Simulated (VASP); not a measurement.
Computed with PBE GGA, VASP's PBE PAW potentials (set 64) (plane waves; VASP 6.6.1).

VASP input:

**INCAR**
```
EDIFF = 1E-6   ! SCF stop (eV)
ENCUT = 400   ! plane-wave cut-off (eV)
LREAL = .False.   ! projection in real space or not
LWAVE = .False.
GGA = PE
ISMEAR = 0
SIGMA = 0.05   ! width (eV)
ISIF = 2
ALGO = All
LASPH = .True.   ! aspherical one-centre terms
NELM = 100   ! most electronic steps
LCHARG = .False.
SYSTEM = P
PREC = Accurate
```

### KPOINTS
```
Automatic mesh
0
Gamma
  8 8 6
```

### POSCAR
```
P
5.4951460
  0.3011748914  -0.9535688406   0.0000000000
  0.3011748914   0.9535688406   0.0000000000
  0.0000000000   0.0000000000   0.7970670843
P
4
Cart
  0.3011748914   0.7596129384   0.7328234773
  0.3011748914   0.1939559022   0.3342899352
  0.3011748914  -0.1939559022   0.4627771491
  0.3011748914  -0.7596129384   0.0642436070
```

POTCAR, in this order: P (PBE.64 set). Program: vasp_std.

What will the output report for the number of irreducible k-points (NKPTS), number of bands (NBANDS), largest plane-wave count, number of space-group operations, FFT grid (NGX, NGY, NGZ)?

The number of irreducible k-points (NKPTS) is 84 and the number of bands (NBANDS) is 14. The largest plane-wave count is 1408. The number of space-group operations is 8 and the FFT grid (NGX, NGY, NGZ) is 36 × 36 × 30.

The compound is P in the black structure. The cell was not relaxed at this level. The run is one of a series of settings (ALGO = All against the base run), some of them coarse on purpose.
